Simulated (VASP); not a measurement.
Crystal: CoO.

```
Co O
1.0
     0.00000    2.13150    2.13150
     4.26300    2.13150    2.13150
     4.26300    4.26300    0.00000
Co O
2 2
Direct
  0.00000 0.00000 0.00000
  0.00000 0.00000 0.50000
  0.50000 0.50000 0.00000
  0.50000 0.50000 0.50000
```

Base run:

```yaml
Program: VASP 6.6.1
Functional: PBEsol
Potentials_or_basis: VASP PAW PBE potentials, release 64 (Co, O)
Cutoff: 450 eV
k_mesh: 13 × 13 × 11
Occupations: gaussian, width 0.05 eV
Spin: collinear spin, ferromagnetic start
Starting_moments: "[3.0, 3.0, 0.0, 0.0] μB"
Hubbard_terms: Co d U = 4 eV
```

Its results: band gap on the k mesh none (metal or under the smearing width); net moment 6.00 μB per cell; site moments Co +2.75; O +0.25 μB.

Question: After a change of settings the same cell gave: band gap on the k mesh 0.40 eV; net moment 0.00 μB per cell; site moments Co +2.77, -2.77; O -0.11, +0.11 μB. Which change was it?
A. k mesh from 13 × 13 × 11 to 9 × 9 × 7; hubbard terms from Co d U = 4 eV to Co d U = 6 eV
B. k mesh from 13 × 13 × 11 to 9 × 9 × 7; hubbard terms from Co d U = 4 eV to none
C. moments at the start from [3.0, 3.0, 0.0, 0.0] to [3.0, -3.0, 0.0, 0.0]

Answer: C.

Caveats: an odd mesh through Γ misses points on the zone boundary, where band edges often lie (some runs).

Not every run made on this cell is shown here.
